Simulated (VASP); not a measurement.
Output of a VASP run:

### OUTCAR
```
 ion  position               nearest neighbor table
   1  0.000  0.000  0.000-   2 2.23   2 2.23   2 2.23   2 2.23   2 2.23   2 2.23
   2  0.500  0.500  0.500-   1 2.23   1 2.23   1 2.23   1 2.23   1 2.23   1 2.23
  LATTYP: Found a face centered cubic cell.
 ALAT       =     4.4601058998
 Subroutine PRICEL returns:
 Original cell was already a primitive cell.
 Subroutine GETGRP returns: Found 48 space group operations
The static configuration has the point symmetry O_h .
The dynamic configuration has the point symmetry O_h .
 Subroutine INISYM returns: Found 48 space group operations
 Subroutine IBZKPT returns following result:
 Found    104 irreducible k-points:

 Following reciprocal coordinates:
            Coordinates               Weight
  0.000000  0.000000  0.000000      1.000000
  0.071429  0.000000  0.000000      8.000000
  0.142857  0.000000  0.000000      8.000000
  0.214286  0.000000  0.000000      8.000000
  0.285714  0.000000  0.000000      8.000000
  0.357143  0.000000  0.000000      8.000000
  0.428571  0.000000  0.000000      8.000000
  0.500000  0.000000  0.000000      4.000000
  0.071429  0.071429  0.000000      6.000000
  0.142857  0.071429  0.000000     24.000000
  0.214286  0.071429  0.000000     24.000000
  0.285714  0.071429  0.000000     24.000000
  0.357143  0.071429  0.000000     24.000000
  0.428571  0.071429  0.000000     24.000000
  0.500000  0.071429  0.000000     24.000000
 -0.428571  0.071429  0.000000     24.000000
 -0.357143  0.071429  0.000000     24.000000
 -0.285714  0.071429  0.000000     24.000000
 -0.214286  0.071429  0.000000     24.000000
 -0.142857  0.071429  0.000000     24.000000
 -0.071429  0.071429  0.000000     12.000000
  0.142857  0.142857  0.000000      6.000000
  0.214286  0.142857  0.000000     24.000000
  0.285714  0.142857  0.000000     24.000000
  0.357143  0.142857  0.000000     24.000000
  0.428571  0.142857  0.000000     24.000000
  0.500000  0.142857  0.000000     24.000000
 -0.428571  0.142857  0.000000     24.000000
 -0.357143  0.142857  0.000000     24.000000
 -0.285714  0.142857  0.000000     24.000000
 -0.214286  0.142857  0.000000     24.000000
 -0.142857  0.142857  0.000000     12.000000
  0.214286  0.214286  0.000000      6.000000
  0.285714  0.214286  0.000000     24.000000
  0.357143  0.214286  0.000000     24.000000
  0.428571  0.214286  0.000000     24.000000
  0.500000  0.214286  0.000000     24.000000
 -0.428571  0.214286  0.000000     24.000000
 -0.357143  0.214286  0.000000     24.000000
 -0.285714  0.214286  0.000000     24.000000
   k-points           NKPTS =    104   k-points in BZ     NKDIM =    104   number of bands    NBANDS=     11
   number of dos      NEDOS =    301   number of ions     NIONS =      2
   total plane-waves  NPLWV =  13824
   dimension x,y,z NGX =    24 NGY =   24 NGZ =   24
   dimension x,y,z NGXF=    48 NGYF=   48 NGZF=   48
   ions per type =               1   1
   PREC   = accura    normal or accurate (medium, high low for compatibility)
   ISTART =      0    job   : 0-new  1-cont  2-samecut
   ICHARG =      2    charge: 1-file 2-atom 10-const
   ISPIN  =      1    spin polarized calculation?
   LNONCOLLINEAR =      F non collinear calculations
   LSORBIT =      F    spin-orbit coupling
   INIWAV =      1    electr: 0-lowe 1-rand  2-diag
   ENCUT  =  520.0 eV  38.22 Ry    6.18 a.u.   5.86  5.86  5.86*2*pi/ulx,y,z
   NELM   =    100;   NELMIN=  2; NELMDL= -5     # of ELM steps
   EDIFF  = 0.1E-06   stopping-criterion for ELM
   LREAL  =      F    real-space projection
   NLSPLINE    = F    spline interpolate recip. space projectors
   LMAXMIX     =    6 max onsite mixed and CHGCAR
   VOSKOWN=      0    Vosko Wilk Nusair interpolation
   EDIFFG = 0.1E-05   stopping-criterion for IOM
   NSW    =      0    number of steps for IOM
   NBLOCK =      1;   KBLOCK =      1    inner block; outer block
   IBRION =     -1    ionic relax: 0-MD 1-quasi-New 2-CG
...
```

File OSZICAR:
```
       N       E                     dE             d eps       ncg     rms          rms(c)
DAV:   1     0.400389453089E+02    0.40039E+02   -0.84241E+03  2315   0.130E+03
DAV:   2    -0.215946721578E+02   -0.61634E+02   -0.58296E+02  3048   0.258E+02
DAV:   3    -0.238117007007E+02   -0.22170E+01   -0.21906E+01  2964   0.415E+01
DAV:   4    -0.238297033899E+02   -0.18003E-01   -0.17842E-01  2742   0.371E+00
DAV:   5    -0.238299661173E+02   -0.26273E-03   -0.26227E-03  2917   0.335E-01    0.532E+01
DAV:   6    -0.209167140940E+02    0.29133E+01   -0.14826E+01  2675   0.282E+01    0.435E+01
DAV:   7    -0.208814024769E+02    0.35312E-01   -0.62036E-01  2585   0.735E+00    0.269E+01
DAV:   8    -0.208738396102E+02    0.75629E-02   -0.10042E-01  2676   0.299E+00    0.584E+00
DAV:   9    -0.208653811211E+02    0.84585E-02   -0.50435E-02  2682   0.155E+00    0.157E+00
DAV:  10    -0.208650015548E+02    0.37957E-03   -0.21070E-03  2692   0.421E-01    0.309E-01
DAV:  11    -0.208650108674E+02   -0.93126E-05   -0.19813E-04  2846   0.130E-01    0.770E-02
DAV:  12    -0.208650064032E+02    0.44642E-05   -0.14756E-05  2732   0.367E-02    0.318E-02
DAV:  13    -0.208650061064E+02    0.29678E-06   -0.62410E-07  2729   0.845E-03    0.107E-03
DAV:  14    -0.208650061282E+02   -0.21828E-07   -0.76037E-09  1438   0.824E-04
   1 F= -.20865006E+02 E0= -.20864866E+02  d E =-.421049E-03
```

### OUTCAR
```
------------------------ aborting loop because EDIFF is reached ----------------------------------------
  FORCE on cell =-STRESS in cart. coord.  units (eV):
  Direction    XX          YY          ZZ          XY          YZ          ZX
  --------------------------------------------------------------------------------------
  Total        2.5488317      2.5488317      2.5488317      0.0000000      0.0000000     -0.0000000
  in kB      184.1095123    184.1095123    184.1095123      0.0000000      0.0000000     -0.0000000
  external PRESSURE =     184.1095123 kB  Pullay stress =       0.0000000 kB
  volume of cell :       22.18
      direct lattice vectors                 reciprocal lattice vectors
     0.000000000  2.230052950  2.230052950    -0.224209923  0.224209923  0.224209923
     2.230052950  0.000000000  2.230052950     0.224209923 -0.224209923  0.224209923
     2.230052950  2.230052950  0.000000000     0.224209923  0.224209923 -0.224209923
 POSITION                                       TOTAL-FORCE (eV/Angst)
 -----------------------------------------------------------------------------------
      0.00000      0.00000      0.00000         0.000000     -0.000000     -0.000000
      2.23005      2.23005      2.23005        -0.000000      0.000000      0.000000
 -----------------------------------------------------------------------------------
    total drift:                                0.000000     -0.000000     -0.000000
  FREE ENERGIE OF THE ION-ELECTRON SYSTEM (eV)
  ---------------------------------------------------
  free  energy   TOTEN  =       -20.8650061282 eV

  energy  without entropy=      -20.8645850790  energy(sigma->0) =      -20.86486578
```
(Selected blocks of OUTCAR.)

POSCAR:
```
HfN
1
    0.0000000000     2.2300529499     2.2300529499
    2.2300529499     0.0000000000     2.2300529499
    2.2300529499     2.2300529499     0.0000000000
Hf N
1 1
Direct
  0.0000000000   0.0000000000   0.0000000000
  0.5000000000   0.5000000000   0.5000000000
```

Question: Reconstruct the remaining input files.

Answer: One answer among several that fit: the input of the run itself, revPBE GGA, plane waves, VASP's PBE PAW potentials (set 64).

File KPOINTS:
```
Automatic mesh
0
Gamma
14 14 14
0 0 0
```

**INCAR**
```
PREC = Accurate
ISMEAR = 1   # Methfessel-Paxton
LWAVE = .False.
ALGO = Normal
ENCUT = 520   # plane-wave cut-off (eV)
SYSTEM = HfN
LMAXMIX = 6   # l cut-off of mixed one-centre charges
SIGMA = 0.1   # width (eV)
NELM = 100
GGA = RE
LCHARG = .False.
LASPH = .True.
EDIFF = 1E-7   # SCF stop (eV)
ISIF = 2   # forces and stress, cell fixed
LREAL = .False.   # projection in real space or not
```

POTCAR, in this order: Hf_pv N (PBE.64 set). Program: vasp_std.

The compound is HfN in the rock salt structure. This cell is one point of a volume scan, at 0.94 of the reference volume. The electron count is odd and the run is not spin-polarised, which forces a metal.
